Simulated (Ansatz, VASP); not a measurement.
# Ag3SnSe in VASP and in Ansatz

Contents of INCAR:

```
SYSTEM = Ag3SnSe
PREC     = Accurate       ! precision mode
ENCUT    = 600            ! plane-wave cutoff, eV
EDIFF    = 1E-6           ! SCF threshold, eV
ISMEAR   = 0              ! smearing method
SIGMA    = 0.1            ! smearing width, eV
LREAL    = .FALSE.        ! projectors in reciprocal space
LASPH    = .TRUE.         ! aspherical terms in the spheres
NELM     = 60             ! most SCF steps
ALGO     = Normal         ! electronic algorithm
ISIF     = 3              ! what is computed and relaxed
LWAVE    = .FALSE.        ! write WAVECAR
LCHARG   = .FALSE.        ! write CHGCAR
GGA      = PE             ! functional
IBRION   = 2              ! ionic algorithm
NSW      = 90             ! ionic steps
EDIFFG   = -0.04          ! ionic threshold
```

KPOINTS

```
Automatic mesh
0
G
  4 4 4
  0 0 0
```

Contents of POSCAR:

```
Ag3SnSe
1.0
    4.9381304200      0.0000000000      0.0000000000
    0.0000000000      4.9381304200      0.0000000000
    0.0000000000      0.0000000000      4.9381304200
Ag Sn Se
3 1 1
Direct
    0.5000000000      0.0000000000      0.0000000000
    0.0000000000      0.5000000000      0.0000000000
    0.0000000000      0.0000000000      0.5000000000
    0.5000000000      0.5000000000      0.5000000000
    0.0000000000      0.0000000000      0.0000000000
```

Input for Ansatz:

```yaml
crystal:
  lattice:
    - [4.93813042, 0.0, 0.0]
    - [0.0, 4.93813042, 0.0]
    - [0.0, 0.0, 4.93813042]
  atoms:
    - { symbol: Ag, position: [0.5, 0.0, 0.0] }
    - { symbol: Ag, position: [0.0, 0.5, 0.0] }
    - { symbol: Ag, position: [0.0, 0.0, 0.5] }
    - { symbol: Sn, position: [0.5, 0.5, 0.5] }
    - { symbol: Se, position: [0.0, 0.0, 0.0] }
basis:
  ecutwfc: 420
kpoints:
  mp_grid: { grid: [4, 4, 4] }
hamiltonian:
  xc: pbe
scf:
  occupations: { method: gaussian, width: 0.1 }
  lower_state_search: "off"
output:
  forces: true
  stress: true
  eigenvalues: true
relax:
  adjacent_minimum: "off"
  f_tol: 0.04
  max_steps: 70
  cell: { stress_tol: 0.4 }
```

Alike in both runs: task relaxation of cell and atoms; functional PBE; k mesh 4 × 4 × 4; occupations gaussian, width 0.1 eV; no spin polarisation.

```csv
,VASP,Ansatz
version,VASP 6.6.1,Ansatz 0.2.0
potentials or method,"VASP PAW PBE potentials, release 64 (Ag, Sn_d, Se)","scalar-relativistic, plane waves, PAW"
plane-wave cutoff (eV),600,420
valence electrons in the cell,53,87
```

Ansatz gave:

* gap on the k mesh at the Fermi level, each at its own relaxed structure (eV): none
* relaxed volume (Å³/atom): 25.82
* relaxed cell length with the largest relative difference (Å): 5.054
* energy change over the relaxation (meV/atom): -24

Q: Estimate VASP's values.

A: gap on the k mesh at the Fermi level, each at its own relaxed structure (eV): none; relaxed volume (Å³/atom): 26.00; relaxed cell length with the largest relative difference (Å): 5.066; energy change over the relaxation (meV/atom): -24.

A gap of «none» marks a metal or a gap that the smearing closes. The two sets of potentials don't hold the same shells in valence.
